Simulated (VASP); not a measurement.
Consider the following.

```
MgI2
1.0
    2.06401    -3.57496     0.00000
    2.06401     3.57496     0.00000
    0.00000     0.00000     6.99994
Mg I
1 2
Cartesian
  0.00000   0.00000   6.99994
  2.06401   1.19166   1.66783
  2.06401  -1.19166   5.33210
```

Method: PBEsol GGA, VASP's PBE PAW potentials (set 64) (plane waves; VASP). Run with 480 eV cut-off, 6×6×4 Γ-centred mesh, Gaussian smearing of 0.050 eV, potentials Mg I.

Energy and stress use the plane-wave basis of the starting cell. Without a dispersion term in the relaxation, distances and binding between the weakly bound layers, chains or molecules are unreliable, and so is what depends on them.

**Question.** The ions, cell shape and volume at an external pressure of 30.0 GPa are relaxed. Which structure does the run end with?

**Answer.** 
```
MgI2
1.0
    1.77583    -3.07583     0.00000
    1.77583     3.07583     0.00000
    0.00000     0.00000     5.85005
Mg I
1 2
Direct
  0.00000   0.00000   0.00000
  0.33333   0.66667   0.28193
  0.66667   0.33333   0.71807
```
Space group P-3m1 (164), at a tolerance of 0.03 Å.

**Question.** How do energy and volume change from the first to the last step?

**Answer.** The energy (σ→0) changes by +720.9 meV/atom and the volume by -38.1 %, in 14 ionic steps.

```json
[
 {"step": "1", "E(σ→0) (eV)": "-8.4221", "max force (eV/Å)": "0.001", "pressure (GPa)": "0.04", "volume (Å³)": "103.30"},
 {"step": "2", "E(σ→0) (eV)": "22.0995", "max force (eV/Å)": "24.256", "pressure (GPa)": "367.00", "volume (Å³)": "33.84"},
 {"step": "3", "E(σ→0) (eV)": "-7.2032", "max force (eV/Å)": "2.372", "pressure (GPa)": "18.73", "volume (Å³)": "75.80"},
 {"step": "4", "E(σ→0) (eV)": "-6.7129", "max force (eV/Å)": "2.941", "pressure (GPa)": "24.24", "volume (Å³)": "72.12"},
 {"step": "5", "E(σ→0) (eV)": "-6.1620", "max force (eV/Å)": "3.529", "pressure (GPa)": "30.26", "volume (Å³)": "68.87"},
 {"step": "6", "E(σ→0) (eV)": "-6.2686", "max force (eV/Å)": "1.850", "pressure (GPa)": "30.86", "volume (Å³)": "65.12"},
 {"step": "7", "E(σ→0) (eV)": "-5.8005", "max force (eV/Å)": "0.412", "pressure (GPa)": "35.02", "volume (Å³)": "61.70"},
 {"step": "8", "E(σ→0) (eV)": "-6.0183", "max force (eV/Å)": "0.397", "pressure (GPa)": "33.27", "volume (Å³)": "62.72"},
 {"step": "9", "E(σ→0) (eV)": "-5.9865", "max force (eV/Å)": "0.267", "pressure (GPa)": "33.54", "volume (Å³)": "62.54"},
 {"step": "10", "E(σ→0) (eV)": "-6.7457", "max force (eV/Å)": "0.265", "pressure (GPa)": "23.79", "volume (Å³)": "66.82"},
 {"step": "11", "E(σ→0) (eV)": "-6.2759", "max force (eV/Å)": "0.065", "pressure (GPa)": "29.88", "volume (Å³)": "64.00"},
 {"step": "12", "E(σ→0) (eV)": "-6.2704", "max force (eV/Å)": "0.069", "pressure (GPa)": "29.95", "volume (Å³)": "63.97"},
 {"step": "13", "E(σ→0) (eV)": "-6.2619", "max force (eV/Å)": "0.016", "pressure (GPa)": "30.01", "volume (Å³)": "63.92"},
 {"step": "14", "E(σ→0) (eV)": "-6.2594", "max force (eV/Å)": "0.001", "pressure (GPa)": "30.03", "volume (Å³)": "63.91"}
]
```

The compound is MgI2 in the 1T layered structure. This run relaxes it under an external pressure of 30 GPa. Symmetry was kept, so distortions that lower it aren't found.
